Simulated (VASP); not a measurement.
DyNiAs (space group P-6m2): computed properties

Calculation: PBEsol GGA, VASP's PBE PAW potentials (set 64) (plane waves; VASP).

```yaml
space_group: P-6m2 (187)
cell: a = b = 3.9849 Å, c = 3.8568 Å, α = β = 90.00°, γ = 120.00°
volume_per_atom: 17.68 Å^3/atom
band gap (over mesh and band path): none (metal, semimetal or under 0.01 eV)
band_gap_with_spin_orbit_coupling: none (metallic)
density: 9.27 g/cm³
```

```cif
data_AsDyNi
_chemical_formula_sum 'Dy1 Ni1 As1'
_space_group_name_H-M_alt 'P 1'
_space_group_IT_number 1
_cell_length_a 3.98488
_cell_length_b 3.98488
_cell_length_c 3.85683
_cell_angle_alpha 90.000
_cell_angle_beta 90.000
_cell_angle_gamma 120.000
loop_
_space_group_symop_operation_xyz
  'x, y, z'
loop_
_atom_site_label
_atom_site_type_symbol
_atom_site_fract_x
_atom_site_fract_y
_atom_site_fract_z
_atom_site_occupancy
Dy1 Dy 0.66667 0.33333 0.50000 1
Ni1 Ni 0.33333 0.66667 0.00000 1
As1 As 0.00000 0.00000 0.00000 1
```

The 4f electrons are frozen in the core of the lanthanide potential, so 4f levels, which can set the real gap, and their magnetism are missing.

The structure comes from a computed database's DyNiAs entry (P-6m2); how it stands against other phases isn't given here. It was relaxed first. Symmetry was kept, so distortions that lower it aren't found. The run is not spin-polarised, so no magnetic state was tried.
